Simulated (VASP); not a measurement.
```
CELL_PARAMETERS angstrom
      1.37000    -2.37291     0.00000
      1.37000     2.37291     0.00000
      0.00000     0.00000     4.39000
ATOMIC_POSITIONS crystal
  Tc 0.33333 0.66667 0.25000
  Tc 0.66667 0.33333 0.75000
```

The numbers are results of PW91 GGA, VASP's PBE PAW potentials (set 64) (plane waves; VASP), not measurements. Run with 520 eV cut-off, 14×14×8 Γ-centred mesh, first-order Methfessel-Paxton smearing of 0.10 eV, potentials Tc_pv.

**Question.** The ions, cell shape and volume are relaxed. Give the cell that the relaxation ends in.

**Answer.** 
```
CELL_PARAMETERS angstrom
      1.37670    -2.38451     0.00000
      1.37670     2.38451     0.00000
      0.00000     0.00000     4.40456
ATOMIC_POSITIONS crystal
  Tc 0.33333 0.66667 0.25000
  Tc 0.66667 0.33333 0.75000
```
Space group P6_3/mmc (194), at a tolerance of 0.03 Å.

**Question.** How do energy and volume change from the first to the last step?

**Answer.** The energy (σ→0) changes by -2.4 meV/atom and the volume by +1.3 %, in 7 ionic steps.

The compound is Tc in the hcp structure. This run relaxes it. Symmetry was kept, so distortions that lower it aren't found.
